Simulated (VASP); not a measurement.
## InP (relaxed from the CsCl structure, space group Pm-3m): computed properties

The numbers are results of r2SCAN meta-GGA, VASP's PBE PAW potentials (set 64) (plane waves; VASP 6.6.1), not measurements.

- space group: Pm-3m (221)
- cell: a = b = c = 3.425 Å, α = β = γ = 90.00°
- volume per atom: 20.09 Å³/atom
- band gap (over mesh and band path): none (metal, semimetal or under 0.01 eV)
- density: 6.02 g/cm³

InP is taken in the cubic space group Pm-3m (No. 221), the CsCl type structure, Pearson symbol cP2. Cell: a = b = c = 3.4252 Å, α = β = γ = 90.00°. In on 1a is surrounded by 8 P at 2.966 Å and 6 In at 3.425 Å. P on 1b sees 8 In at 2.966 Å (cubic). (Neighbours: up to the widest gap in distance over summed covalent radii, below 1.35, at either atom; cation-cation and far metal-metal contacts left out.)

Unless said otherwise, spin-orbit coupling is left out, though it shifts the bands of the heavy elements here.

The structure was generated: InP was put into the CsCl type (Pm-3m), which need not be its known phase. It was relaxed first, which changed the volume by +25 %. Symmetry was kept, so distortions that lower it aren't found.
